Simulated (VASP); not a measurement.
Consider the following.

```xyz
2
Lattice="2.8149 0.0000 0.0000 0.0000 2.8149 0.0000 0.0000 0.0000 2.8149" Properties=species:S:1:pos:R:3 pbc="T T T"
Ti     0.0000     0.0000     0.0000
Co     1.4075     1.4075     1.4075
```

Computed with PBEsol GGA, VASP's PBE PAW potentials (set 64) (plane waves; VASP). Run with 500 eV cut-off, 13×13×13 Γ-centred mesh, first-order Methfessel-Paxton smearing of 0.10 eV, potentials Ti_sv Co.

Energy and stress use the plane-wave basis of the starting cell.

Task: The ions, cell shape and volume at an external pressure of 45.0 GPa are relaxed. Predict the relaxed structure.

Result: 
```xyz
2
Lattice="2.7737 0.0000 0.0000 0.0000 2.7737 0.0000 0.0000 0.0000 2.7737" Properties=species:S:1:pos:R:3 pbc="T T T"
Ti     0.0000     0.0000     0.0000
Co     1.3869     1.3869     1.3869
```
Space group Pm-3m (221), at a tolerance of 0.03 Å.

Task: How do energy and volume change from the first to the last step?

Result: The energy (σ→0) changes by +112.0 meV/atom and the volume by -4.3 %, in 4 ionic steps.

| step | E(σ→0) (eV) | max force (eV/Å) | pressure (GPa) | volume (Å³) |
|---|---|---|---|---|
| 1 | -16.6505 | 0.000 | 29.95 | 22.30 |
| 2 | -15.4759 | 0.000 | 94.87 | 19.09 |
| 3 | -16.4352 | 0.000 | 44.40 | 21.37 |
| 4 | -16.4264 | 0.000 | 44.83 | 21.34 |

The compound is TiCo in the CsCl type structure. This run relaxes it under an external pressure of 45 GPa. Symmetry was kept, so distortions that lower it aren't found. The run is not spin-polarised, so no magnetic state was tried. The electron count is odd and the run is not spin-polarised, which forces a metal.
